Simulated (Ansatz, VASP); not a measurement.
**Cross-check of AlN between VASP and Ansatz**

Aim: how closely do two programs agree when they are given the same cell, functional and k mesh? The cell is taken from a series of runs on this material, whose earlier steps may have relaxed, scaled, displaced or heated it; both programs get it as it stands.

Method: plane waves, with VASP 6.6.1 beside it; single point at HSE06, in Ansatz 0.2.0.

### 1. Set-up

It takes space group F-43m (No. 216, cubic). The conventional cell has a = 4.377 Å, b = 4.377 Å, c = 4.377 Å, α = 90.00°, β = 90.00°, γ = 90.00°. Nearest to Al lie 4 N at 1.90 Å. N has 4 Al at 1.90 Å nearest. Farther neighbours and most contacts between anions are not listed.

Coordinates:

```xyz
2
Lattice="0.0000 2.1886 2.1886 2.1886 0.0000 2.1886 2.1886 2.1886 0.0000" Properties=species:S:1:pos:R:3 pbc="T T T"
Al    0.0000    0.0000    0.0000
N     3.2830    3.2830    3.2830
```

### 2. VASP: single point, HSE06

A single point gives forces, pressure and levels at one fixed geometry, so differences don't come from the geometry; what else differs is listed under the comparison.

Lines of VASP's logs that name or quote its potential files are left out, and so is its time.

The run reads the wave functions of an earlier VASP run, which isn't shown here.

INCAR

```
SYSTEM = AlN
PREC = Accurate
ENCUT = 520
EDIFF = 1E-06
NELM = 100
ISMEAR = -1
SIGMA = 0.02
LREAL = .FALSE.
ALGO = Normal
LHFCALC = .TRUE.
AEXX = 0.25
GGA = PE
HFSCREEN = 0.208
LASPH = .TRUE.
NBANDS = 10
PRECFOCK = Fast
LORBIT = 11
LWAVE = .FALSE.
LCHARG = .FALSE.
KPAR = 8
ISIF = 2
```

POSCAR

```
AlN
1.0
    0.0000000000      2.1886353040      2.1886353040
    2.1886353040      0.0000000000      2.1886353040
    2.1886353040      2.1886353040      0.0000000000
Al N
1 1
Direct
    0.0000000000      0.0000000000      0.0000000000
    0.7500000000      0.7500000000      0.7500000000
```

KPOINTS

```
Automatic mesh
0
Gamma
7 7 7
0 0 0
```

The projector-augmented-wave data sets are Al and N (PBE family, release 64).

On the command line:

```console
> mpirun -np 8 vasp_std
```

Numbers of over 12 decimals in the logs are rounded to 6 here.

The log of the run:

```text
[banner, memory and clock lines left out]
running    8 mpi-ranks, on    1 nodes
 distrk:  each k-point on    1 cores,    8 groups
 distr:  one band on    1 cores,    1 groups

 POSCAR found type information on POSCAR AlN
 POSCAR found :  2 types and       2 ions
|                                                                             |
|           W    W    AA    RRRRR   N    N  II  N    N   GGGG   !!!           |
|           W    W   A  A   R    R  NN   N  II  NN   N  G    G  !!!           |
|           W    W  A    A  R    R  N N  N  II  N N  N  G       !!!           |
|           W WW W  AAAAAA  RRRRR   N  N N  II  N  N N  G  GGG   !            |
|           WW  WW  A    A  R   R   N   NN  II  N   NN  G    G                |
|           W    W  A    A  R    R  N    N  II  N    N   GGGG   !!!           |
|                                                                             |
|     For optimal performance we recommend to set                             |
|       NCORE = 2 up to number-of-cores-per-socket                            |
|     NCORE specifies how many cores store one orbital (NPAR=cpu/NCORE).      |
|     This setting can greatly improve the performance of VASP for DFT.       |
|     The default, NCORE=1 might be grossly inefficient on modern             |
|     multi-core architectures or massively parallel machines. Do your        |
|     Unfortunately you need to use the default for GW and RPA                |
|     calculations (for HF NCORE is supported but not extensively tested      |
|     yet).                                                                   |
|                                                                             |

 LDA part: xc-table for (Slater+PW92), standard interpolation
 found WAVECAR, reading the header
 POSCAR, INCAR and KPOINTS ok, starting setup
 FFT: planning ... GRIDC
 FFT: planning ... GRID_SOFT
 FFT: planning ... GRID
 reading WAVECAR
 the WAVECAR file was read successfully
 initial charge from wavefunction
 entering main loop
       N       E                     dE             d eps       ncg     rms          rms(c)
DAV:   1    -0.173926909119E+02   -0.17393E+02   -0.56130E-01   448   0.473E+00    0.877E+00
DAV:   2    -0.173955908361E+02   -0.28999E-02   -0.82184E-03   430   0.812E-01    0.567E+00
DAV:   3    -0.173949955396E+02    0.59530E-03   -0.19786E-04   460   0.121E-01    0.354E+00
DAV:   4    -0.173947696571E+02    0.22588E-03   -0.53750E-05   464   0.569E-02    0.208E+00
DAV:   5    -0.173946947210E+02    0.74936E-04   -0.19573E-05   554   0.354E-02    0.120E+00
DAV:   6    -0.173946703742E+02    0.24347E-04   -0.60774E-06   476   0.216E-02    0.697E-01
DAV:   7    -0.173946617384E+02    0.86359E-05   -0.23190E-06   402   0.133E-02    0.401E-01
DAV:   8    -0.173946592142E+02    0.25242E-05   -0.70539E-07   212   0.782E-03    0.237E-01
DAV:   9    -0.173946582145E+02    0.99972E-06   -0.46597E-07   218   0.593E-03
   1 F= -.17394658E+02 E0= -.17394658E+02  d E =-.112184E-12
```

OUTCAR, selected parts (step 2):

```text
ion  position               nearest neighbor table
   1  0.000  0.000  0.000-   2 1.90   2 1.90   2 1.90   2 1.90
   2  0.750  0.750  0.750-   1 1.90   1 1.90   1 1.90   1 1.90

  LATTYP: Found a face centered cubic cell.
 ALAT       =     4.3772706080

 Subroutine GETGRP returns: Found 24 space group operations
 (whereof 24 operations were pure point group operations)

The static configuration has the point symmetry T_d .

 Found     20 irreducible k-points:

   k-points           NKPTS =     20   k-points in BZ     NKDIM =    343   number of bands    NBANDS=     10

   dimension x,y,z NGX =    24 NGY =   24 NGZ =   24
   dimension x,y,z NGXF=    48 NGYF=   48 NGZF=   48

   ENCUT  =  520.0 eV  38.22 Ry    6.18 a.u.   5.76  5.76  5.76*2*pi/ulx,y,z

   NELECT =       8.0000    total number of electrons

 k-points in reciprocal lattice and weights: Automatic mesh
   0.00000000  0.00000000  0.00000000       0.003
   0.14285714  0.00000000  0.00000000       0.023
   0.28571429  0.00000000  0.00000000       0.023
   0.42857143  0.00000000  0.00000000       0.023
   0.14285714  0.14285714  0.00000000       0.017
   0.28571429  0.14285714  0.00000000       0.070
   0.42857143  0.14285714  0.00000000       0.070
  -0.42857143  0.14285714  0.00000000       0.070
  -0.28571429  0.14285714  0.00000000       0.070
[...]
-0.42857143  0.42857143  0.14285714       0.070
  -0.28571429  0.42857143  0.14285714       0.070

  exchange ACFDT corr.  =         0.00000000  see jH, gK, PRB 81, 115126

 average (electrostatic) potential at core
       1 -67.7589       2 -54.9705

 E-fermi :   5.4921

 k-point     1 :       0.0000    0.0000    0.0000
  band No.  band energies     occupation
      1     -11.4510      2.00000
      2       4.9878      2.00000
      3       4.9878      2.00000
      4       4.9878      2.00000
      5      10.4759      0.00000
      6      19.1602      0.00000
      7      19.1602      0.00000
      8      19.1602      0.00000
      9      24.5273      0.00000
    ...

 k-point     2 :       0.1429    0.0000    0.0000
  band No.  band energies     occupation
      1     -11.1374      2.00000
      2       3.4464      2.00000
      3       4.8765      2.00000
      4       4.8765      2.00000
      5      11.6732      0.00000
      6      18.4511      0.00000
      7      19.3706      0.00000
      8      19.3706      0.00000
      9      22.7333      0.00000
    ...

 k-point     3 :       0.2857    0.0000    0.0000
  band No.  band energies     occupation
      1     -10.3094      2.00000
      2       0.8548      2.00000
      3       4.6456      2.00000
      4       4.6457      2.00000
      5      13.1558      0.00000
      6      17.3602      0.00000
      7      18.6673      0.00000
      8      18.6673      0.00000
      9      23.5278      0.00000
    ...

  Total       -0.2458846     -0.2458846     -0.2458846      0.0000000      0.0000000     -0.0000000
  in kB      -18.7884860    -18.7884860    -18.7884860      0.0000000      0.0000000     -0.0000000
  external PRESSURE =     -18.7884860 kB  Pullay stress =       0.0000000 kB

  energy-cutoff  :      520.00
  volume of cell :       20.97
      direct lattice vectors                 reciprocal lattice vectors
     0.000000000  2.188635304  2.188635304    -0.228452862  0.228452862  0.228452862
     2.188635304  0.000000000  2.188635304     0.228452862 -0.228452862  0.228452862
     2.188635304  2.188635304  0.000000000     0.228452862  0.228452862 -0.228452862

 POSITION                                       TOTAL-FORCE (eV/Angst)
 -----------------------------------------------------------------------------------
      0.00000      0.00000      0.00000        -0.000000      0.000000      0.000000
      3.28295      3.28295      3.28295         0.000000     -0.000000     -0.000000
 -----------------------------------------------------------------------------------
    total drift:                               -0.000002      0.000000     -0.000001

  FREE ENERGIE OF THE ION-ELECTRON SYSTEM (eV)
  ---------------------------------------------------
  free  energy   TOTEN  =       -17.3946582145 eV

  energy  without entropy=      -17.3946582145  energy(sigma->0) =      -17.39465821

 total charge
# of ion       s       p       d       tot
------------------------------------------
    1        0.421   0.458   0.000   0.880
    2        1.223   2.645   0.000   3.868
--------------------------------------------------
tot          1.644   3.103   0.000   4.748

[... 3 further parts left out ...]
```

The run ends at a pressure of -1.88 GPa.

### 3. Ansatz: single point, HSE06

Ansatz runs on its PAW soft_1 files.

The same cell, functional, mesh and smearing now go to Ansatz.

input.yaml

```yaml
crystal:
  lattice:
    - [0.0, 2.188635304, 2.188635304]
    - [2.188635304, 0.0, 2.188635304]
    - [2.188635304, 2.188635304, 0.0]
  atoms:
    - { symbol: Al, position: [0.0, 0.0, 0.0] }
    - { symbol: "N", position: [0.75, 0.75, 0.75] }
kpoints:
  mp_grid: { grid: [7, 7, 7] }
scf:
  occupations: { method: fermi_dirac, width: 0.02 }
hamiltonian:
  xc: hse06
  pseudopotentials: { kind: paw, azcp: { folder: soft_1 } }
basis:
  ecutwfc: 600
output:
  forces: true
  stress: true
  write_density: true
  write_potential: true
  elf: true
  volumetric_format: npy
```

On the command line:

```console
> ansatz run input.yaml --threads 8 --pin off --max-ram 18432MiB --backend cpu --events-out ev --progress --plain --runs-dir out
```

The log of the run:

```text
Warning: output.stress: scf.convergence.dr2_threshold = 1e-7 eV (the SCF's general default) is looser than the 2e-10 eV advised for a printed stress (1e-10 eV for each atom of the cell: 2). What an SCF threshold leaves in a stress goes as its square root, and in the free energy as the threshold itself, and one threshold admits the most on a small cell: [figures from the program's tests cut] Set scf.convergence.dr2_threshold to 2e-10 eV or tighter. The threshold is an SCF's pass mark: one that does not reach it within its budget of iterations ends unconverged, or closes short of it on a stop that the run arms, and scf.convergence.dr2_threshold's page says what that costs each kind of run
Warning: output.stress: scf.exx.energy_threshold = 1e-6 eV is looser than the 2e-8 eV advised for a stress under a hybrid functional (1e-8 eV for each atom of the cell: 2). Every SCF of the exchange loop can meet its threshold on dr2 while the loop round them stops early: no threshold on dr2 bounds what that leaves in the stress. Set scf.exx.energy_threshold to 2e-8 eV or tighter. The threshold is the loop's pass mark: a loop that does not reach it within its budget of cycles ends unconverged, and scf.exx.energy_threshold's page has the law
Engine: ansatz 0.2.0, aarch64-unknown-linux-gnu
Pseudopotentials: kind: paw
Pseudopotential: Al, paw, valence charge 3, recommended cutoff 420 eV (normal), soft_1/Al.paw.azcp
Pseudopotential: N, paw, valence charge 5, recommended cutoff 420 eV (normal), soft_1/N.paw.azcp
Functional definition: HSE06
  parameter a = 0.25
  parameter omega = 0.11/bohr
  exchange = pbe_x - a*pbe_x_sr(omega) + a*exact_x_sr(omega)
  correlation = pbe_c
Crystal: 2 atoms, lattice volume = 20.968 Å³
Basis set: ecut = 600 eV, 725 PW (Γ), exchange–correlation on 50×50×50 points (8 copies of the dense FFT grid, shifted against one another)
Bands: 8, of which v1, the nominal top of the filled ones, is band 4 counted from 1 (3 counted from 0)
Symmetry: 24 space group operations
Space group: F-43m (ITA 216), of the structure as read, at distance tolerance 2.8e-5 Å
k-points: 20 of 343 (time reversal used)
Non-local potential: Al, projectors of the file, l = 0: 2, l = 1: 2, l = 2: 1
Non-local potential: N, projectors of the file, l = 0: 2, l = 1: 2, l = 2: 1
PAW form: soft (Blöchl's): semilocal exchange-correlation on the pseudo side does not see the compensation charge
PAW frozen core: Al, regenerated for the run's functional, and the local potential with it (the file was generated under x = pbe(κ = 0.804, μ = 0.219515), c = pbe(β = 0.066725))
PAW frozen core: N, regenerated for the run's functional, and the local potential with it (the file was generated under x = pbe(κ = 0.804, μ = 0.219515), c = pbe(β = 0.066725))
PAW one-centre angular grid: Al, 110 points (default); XC on 64 Gauss nodes
PAW one-centre angular grid: N, 110 points (default); XC on 64 Gauss nodes
Initial density: superposition of atomic densities (chi_scale 0.1, normalization cell, long waves kept (reshape's long-wave potential 0.00 eV rms))
Initial wavefunctions: pseudopotential atomic-orbital guess
Functional: x = pbe(κ = 0.804, μ = 0.219515), c = pbe(β = 0.066725), warm-up for x = pbe(κ = 0.804, μ = 0.219515) + 0.25 (exact − pbe) at short range (hse, ω = 0.207870 Å⁻¹), c = pbe(β = 0.066725); HSE06 as pw.x's `hse` composes it (authors' and Libxc's form: `xc: wpbeh`)
SCF iter   1: F=—  HF=-925.649481 eV  |F-HF|=—  |Δ(HF+E_count)|=         —  Δρ=1.39e-1  dr2=4.93e0  ethr=1.00e-1  ⟨swp⟩=4.6  Hψ=570  notcnv=0
preconditioner: auto → none  [insulator: Δε(μ)=5.401 eV  Ē_g=16.510 eV  σ=0.020 eV  W_gap=1.00  n_scr=0 (ndim 8)  ℏωp=22.9 eV  f_vac=0.000  D(μ)=0.00/eV (n_scr^D=0)]
SCF iter   2: F=—  HF=-924.427084 eV  |F-HF|=—  |Δ(HF+E_count)|=    1.22e0  Δρ=7.70e-2  dr2=7.53e-1  ethr=6.16e-2  ⟨swp⟩=3.0  Hψ=408  notcnv=0
iter 3 solved again at ethr=7.49e-4 eV; its pass at ethr=9.42e-3 eV (dr2=5.99e-2 eV) is discarded
SCF iter   3: F=—  HF=-924.216744 eV  |F-HF|=—  |Δ(HF+E_count)|=   2.10e-1  Δρ=2.43e-2  dr2=5.97e-2  ethr=7.49e-4  ⟨swp⟩=2.4  Hψ=691  notcnv=0  defer=2
SCF iter   4: F=-924.209077 eV  HF=-924.209968 eV  |F-HF|=8.91e-4  |Δ(HF+E_count)|=   6.78e-3  Δρ=3.69e-3  dr2=1.21e-3  ethr=7.46e-4  ⟨swp⟩=2.0  Hψ=320  notcnv=0
SCF 1 stopped early in 4 iterations: F = -924.209077 eV  dr2 = 1.21e-3
  greatest PAW one-centre occupation: 0.790 electrons in one spin orbital (limit 2), on the N atom at site 1 (counted from 0), in its partial waves of l = 0
Initial density: handed on by an earlier stage of this run
Initial wavefunctions: those handed on with the density
Functional: x = pbe(κ = 0.804, μ = 0.219515) + 0.25 (exact − pbe) at short range (hse, ω = 0.207870 Å⁻¹), c = pbe(β = 0.066725); HSE06 as pw.x's `hse` composes it (authors' and Libxc's form: `xc: wpbeh`)
Exchange kernel: α = 0.2500, screened, ω = 0.2079 Å⁻¹, Wigner–Seitz truncation, v(0) = 1045.7631 eV·Å³, q-mesh 7×7×7, nearest image of the exchange supercell L = 21.67 Å, pair-density grid 15×15×15, without the augmentation charges, whose exchange is taken in its separable form by FFT convolution over the k-point mesh (sized by the pseudopotential files, 24×24×24 at the most), smooth part of the exact exchange by density-matrix convolution
Frozen-core exchange: fock
SCF iter   1: F=—  HF=-924.668070 eV  |F-HF|=—  |Δ(HF+E_count)|=         —  Δρ=3.95e-3  dr2=3.91e-3  ethr=1.51e-4  ⟨swp⟩=4.8  Hψ=606  notcnv=0
preconditioner: auto → none  [insulator: Δε(μ)=4.866 eV  Ē_g=17.499 eV  σ=0.020 eV  W_gap=1.00  n_scr=0 (ndim 8)  ℏωp=22.9 eV  f_vac=0.000  D(μ)=0.00/eV (n_scr^D=0)]
SCF iter   2: F=—  HF=-924.666776 eV  |F-HF|=—  |Δ(HF+E_count)|=   1.29e-3  Δρ=8.44e-4  dr2=3.41e-4  ethr=4.45e-5  ⟨swp⟩=2.1  Hψ=322  notcnv=0
SCF iter   3: F=—  HF=-924.669226 eV  |F-HF|=—  |Δ(HF+E_count)|=   2.45e-3  Δρ=1.14e-3  dr2=1.21e-4  ethr=1.54e-6  ⟨swp⟩=4.0  Hψ=512  notcnv=0
SCF iter   4: F=—  HF=-924.669188 eV  |F-HF|=—  |Δ(HF+E_count)|=   3.85e-5  Δρ=7.83e-5  dr2=3.78e-6  ethr=1.46e-6  ⟨swp⟩=2.0  Hψ=240  notcnv=0
SCF iter   5: F=-924.669215 eV  HF=-924.669215 eV  |F-HF|=2.29e-7  |Δ(HF+E_count)|=   2.70e-5  Δρ=7.43e-5  dr2=5.67e-7  ethr=1.78e-8  ⟨swp⟩=3.9  Hψ=349  notcnv=0
SCF 2 stopped early in 5 iterations: F = -924.669215 eV  dr2 = 5.67e-7
hybrid outer 1: dexx = +2.874e-3 eV, tail = 3.52e-6 eV
Exchange kernel: α = 0.2500, screened, ω = 0.2079 Å⁻¹, Wigner–Seitz truncation, v(0) = 1045.7631 eV·Å³, q-mesh 7×7×7, nearest image of the exchange supercell L = 21.67 Å, pair-density grid 15×15×15, without the augmentation charges, whose exchange is taken in its separable form by FFT convolution over the k-point mesh (sized by the pseudopotential files, 24×24×24 at the most), smooth part of the exact exchange by density-matrix convolution
Frozen-core exchange: fock
SCF iter   1: F=—  HF=-924.669210 eV  |F-HF|=—  |Δ(HF+E_count)|=         —  Δρ=1.56e-5  dr2=1.07e-8  ethr=2.20e-7  ⟨swp⟩=4.0  Hψ=420  notcnv=0
preconditioner: auto → none  [insulator: Δε(μ)=4.864 eV  Ē_g=17.488 eV  σ=0.020 eV  W_gap=1.00  n_scr=0 (ndim 8)  ℏωp=22.9 eV  f_vac=0.000  D(μ)=0.00/eV (n_scr^D=0)]
SCF iter   2: F=-924.669210 eV  HF=-924.669210 eV  |F-HF|=3.94e-9  |Δ(HF+E_count)|=   2.21e-8  Δρ=7.19e-6  dr2=4.97e-9  ethr=1.13e-10  ⟨swp⟩=3.0  Hψ=351  notcnv=0
SCF 3 converged in 2 iterations: F = -924.669210 eV  dr2 = 4.97e-9
  Residual-converged pass: ⟨swp⟩=3.0  Hψ=295  notcnv=0  max |occ|·‖R‖ = 2.1e-6 eV (tolerance 2.4e-6 eV)  dr2=4.99e-9  dr2_onsite=4.29e-10  max |Δocc| = 0.0e0
hybrid outer 2: dexx = +1.619e-8 eV, tail = 1.11e-8 eV, Δε = 7.23e-4 eV (about 5.24e-5 eV left of the loop's levels)
hybrid SCF converged: 2 outer / 7 inner (+4 warm-up), last move |dexx| = 1.62e-8 eV, tail = 1.11e-8 eV
Stability not checked: this state was not tested for a lower state beside it, because the functional holds exact exchange (a hybrid, or Hartree-Fock), whose exchange loop this test does not read (fock_operator; see scf.lower_state_search)
Free energy (F): -924.669210 eV
Frozen-core exchange: fock
Harris-Foulkes:  -924.669210 eV  (|F-HF|=3.94e-9)
Internal energy: -924.669210 eV  (E = F + TS)
E sigma→0 (E₀):  -924.669210 eV
Fermi energy:    8.393394 eV
--- Per-component energies (eV) ---
  E_band       = 3.650363
  E_kinetic    = 156.906660
  E_local      = -209.473923  (includes V_loc(G=0)·N_el)
  E_nonlocal   = 43.581069
  E_hartree    = 77.593121
  E_xc         = -80.358187
  E_vxc        = -86.089983  (∫ρ·V_xc dr)
  E_exx        = -17.897766  (= α·E_x^exact, valence–valence)
  E_paw        = -598.978703  (= ΣΔE_a)
  E_vpaw       = -20.663942  (= ΣTr[D̂ρ^β])
  E_aug_tail   = 0.000021  (compensation charges beyond the density's cutoff)
  E_ewald      = -295.974507
  E_core_change = -0.066995  (= ΣΔE_core)
  E_smearing   = -0.000000  (= −TS)
  E_closure    = 0.000000  (closes the sum)
  Σ components = -924.669210   (vs F -924.669210, Δ=0.00e0)
--- Forces (eV/Å), atoms counted from 1 ---
  atom   1  Al    -0.00000000     0.00000000     0.00000000
  atom   2  N      0.00000000    -0.00000000    -0.00000000
  max |Σ_I F_I| component: 1.94e-16 eV/Å
--- Stress (GPa, compression-positive) ---
       -1.782762      -0.000000      -0.000000
        0.000000      -1.782762       0.000000
        0.000000       0.000000      -1.782762
  P = ⅓ Tr σ = -1.7828 GPa (-17.828 kbar)
--- Band table (eV; the first three rows and the last of 20) ---
  k-point 0: bands = ["-10.4226", "5.9675", "5.9675", "5.9675", "11.4660", "20.1953"]
  k-point 1: bands = ["-10.1112", "4.4350", "5.8586", "5.8586", "12.6645", "19.4758"]
  k-point 2: bands = ["-9.2900", "1.8588", "5.6326", "5.6326", "14.1535", "18.3626"]
  k-point 19: bands = ["-7.6182", "1.7117", "2.0344", "3.8601", "13.3184", "18.2130"]
  guard bands above this table: 2 of the run's 8 bands. The solve was not asked for them (output.publish_guard_bands: true or output.eigenvalues: true publishes all)
```

The run ends at a pressure of -1.78 GPa.

### 4. Differences

Known differences besides the potentials themselves: exact exchange at q = 0 is treated differently, which shows on coarse meshes; VASP keeps PBE cores, Ansatz makes them for the functional; the cutoff is 600 eV in Ansatz and 520 eV in VASP; VASP takes a coarser grid for exact exchange (PRECFOCK = Fast). Total energies have different zeros and are not compared.

Compared:

```tsv
quantity	Ansatz	VASP	difference
pressure (GPa)	-1.78	-1.88	+0.10
gap on the k mesh (eV)	4.864	4.863	+0.001
```

A gap on the mesh is an upper bound, since the band edges may lie between its points.

### 5. What came out

| Item | Value |
| --- | --- |
| difference in gap on the k mesh (single point, HSE06) | 8.9e-4 eV |

What this shows: The difference in gap on the k mesh is 8.9e-4 eV (single point, HSE06), within the 0.08 eV picked in this series as the mark of a large difference. Such differences can come from data sets, numerical settings and the points named under the comparisons, not from the functional's error against experiment.

[Lines on the potential files, build, host, timing and source positions are cut from VASP's logs without a mark.]

[Logs are printed without paths, hosts, clocks, repeated set-up lines and the standing remarks that a program may print on its own settings, such as how far it seeks lower states.]

[Hosts, paths, dates, database ids (printed as entryN), source tags and the programs' standing remarks are cut or masked in the printed files.]
